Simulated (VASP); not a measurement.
Here is the system:

```
CELL_PARAMETERS angstrom
      1.76224    -3.05229     0.00000
      1.76224     3.05229     0.00000
      0.00000     0.00000     5.52787
ATOMIC_POSITIONS crystal
  Zr 0.00000 0.00000 0.00000
  S  0.33333 0.66667 0.25717
  S  0.66667 0.33333 0.74283
```

All values below come from LDA (Ceperley-Alder, Perdew-Zunger), VASP's LDA PAW potentials (set 64) (plane waves; VASP). Settings: 520 eV cut-off, 9×9×5 Γ-centred mesh, Gaussian smearing of 0.050 eV, potentials Zr_sv S.

Problem. The ions and cell shape at fixed volume are relaxed. Give the cell that the relaxation ends in.

Solution. 
```
CELL_PARAMETERS angstrom
      1.77485    -3.07413     0.00000
      1.77485     3.07413     0.00000
      0.00000     0.00000     5.44961
ATOMIC_POSITIONS crystal
  Zr 0.00000 0.00000 0.00000
  S  0.33333 0.66667 0.26874
  S  0.66667 0.33333 0.73126
```
Space group P-3m1 (164), at a tolerance of 0.03 Å.

Problem. How much energy does the relaxation gain?

Solution. The energy (σ→0) changes by -17.6 meV/atom, in 5 ionic steps.

```json
[
 {"step": "1", "E(σ→0) (eV)": "-23.3123", "max force (eV/Å)": "0.809", "pressure (GPa)": "7.47", "volume (Å³)": "59.47"},
 {"step": "2", "E(σ→0) (eV)": "-23.3556", "max force (eV/Å)": "0.282", "pressure (GPa)": "4.64", "volume (Å³)": "59.47"},
 {"step": "3", "E(σ→0) (eV)": "-23.3624", "max force (eV/Å)": "0.021", "pressure (GPa)": "3.08", "volume (Å³)": "59.47"},
 {"step": "4", "E(σ→0) (eV)": "-23.3648", "max force (eV/Å)": "0.005", "pressure (GPa)": "2.97", "volume (Å³)": "59.47"},
 {"step": "5", "E(σ→0) (eV)": "-23.3650", "max force (eV/Å)": "0.000", "pressure (GPa)": "2.91", "volume (Å³)": "59.47"}
]
```

The compound is ZrS2 in the 1T layered structure. This cell is one point of a volume scan, at 0.94 of the reference volume. Symmetry was kept, so distortions that lower it aren't found.
